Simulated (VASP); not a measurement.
# Hf: relaxation of shape and atoms at fixed volume with LDA

Hf:

```xyz
2
Lattice="3.1803 0.0000 0.0000 -1.5902 2.7542 0.0000 0.0000 0.0000 5.0409" Properties=species:S:1:pos:R:3 pbc="T T T"
Hf    0.0000    1.8362    1.2602
Hf    1.5902    0.9181    3.7807
```

The cell isn't the ideal one: a relaxed cell with its volume scaled by 1.06.

| Quantity | Value |
| --- | --- |
| Program | VASP 6.6.1 |
| Task | relaxation of shape and atoms at fixed volume |
| Functional | LDA |
| Potentials or basis | VASP PAW LDA potentials, release 64 (Hf_pv) |
| Cutoff | 600 eV |
| k mesh | 15 × 15 × 7 |
| Occupations | methfessel-paxton, width 0.1 eV |
| Spin | no spin polarisation |
| Further INCAR settings | ALGO = Normal; EDIFF = 1e-07; IBRION = 2; EDIFFG = -0.01; NSW = 40; ISIF = 4 |

* Energy gained by relaxing: 0.1 meV/atom
* Ionic steps: 2
* Pressure after relaxing: -6.4 GPa
* Band gap on the k mesh: none (metal or under the smearing width)

Stress tensor (GPa, compression positive):
```
-6.35  0.00  0.00
 0.00 -6.35  0.00
 0.00  0.00 -6.44
```

Step by step:
| step | energy change (eV) | largest force (eV/Å) | pressure (GPa) |
| --- | --- | --- | --- |
| 1 | 0.0000 | 0.0000 | -6.40 |
| 2 | -0.0001 | 0.0000 | -6.38 |

Final structure:
```yaml
crystal:
  lattice:
    - [3.18294, 0.00000, 0.00000]
    - [-1.59147, 2.75651, 0.00000]
    - [0.00000, 0.00000, 5.03263]
  atoms:
    - { symbol: Hf, position: [0.33333, 0.66667, 0.25000] }
    - { symbol: Hf, position: [0.66667, 0.33333, 0.75000] }
```

Levels at points of the mesh, in eV from the Fermi level:
```csv
k point,band 8,band 9,band 10,band 11,band 12,band 13
"(0.00, 0.00, 0.00)",-3.75,0.84,1.10,1.10,1.39,1.93
```

Run time: 2.2 min on 1 thread of AMD EPYC 7R13 Processor (Zen 3), on a shared host, peak memory 0.18 GiB.

Spin-orbit coupling is left out, which matters for the levels of Hf.
